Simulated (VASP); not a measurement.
Consider the following.

```yaml
crystal:
  lattice:
    - [4.57048, 0.58845, 0.58845]
    - [0.58845, 4.57048, 0.58845]
    - [0.58845, 0.58845, 4.57048]
  atoms:
    - { symbol: Si, position: [0.00169, 0.00169, 0.00169] }
    - { symbol: Si, position: [0.24831, 0.24831, 0.24831] }
    - { symbol: C, position: [0.47897, 0.47897, 0.91607] }
    - { symbol: C, position: [0.77103, 0.77103, 0.33393] }
    - { symbol: C, position: [0.47897, 0.91607, 0.47897] }
    - { symbol: C, position: [0.77103, 0.33393, 0.77103] }
    - { symbol: C, position: [0.91607, 0.47897, 0.47897] }
    - { symbol: C, position: [0.33393, 0.77103, 0.77103] }
```

Method: PBE GGA, VASP's PBE PAW potentials (set 64) (plane waves; VASP). Numerical set-up: 500 eV cut-off, 4×4×4 Γ-centred mesh, Gaussian smearing of 0.050 eV, potentials Si C.

Problem. Predict the energy per atom (σ→0), largest force, band gap (on the k-mesh) with the smallest direct gap where there is one.

Solution. 
The band gap (on the k-mesh) is 0.87 eV and the smallest direct gap (on the k-mesh) comes out as 1.73 eV. The energy per atom (σ→0) is -7.971 eV/atom and the largest force comes out as 0.052 eV/Å.

Only differences to runs with the same potentials and settings are physical.

The structure was generated: C6Si2 was put into an ordered model structure (R-3m), which need not be its known phase. It was relaxed first, which changed the volume by +39 %.
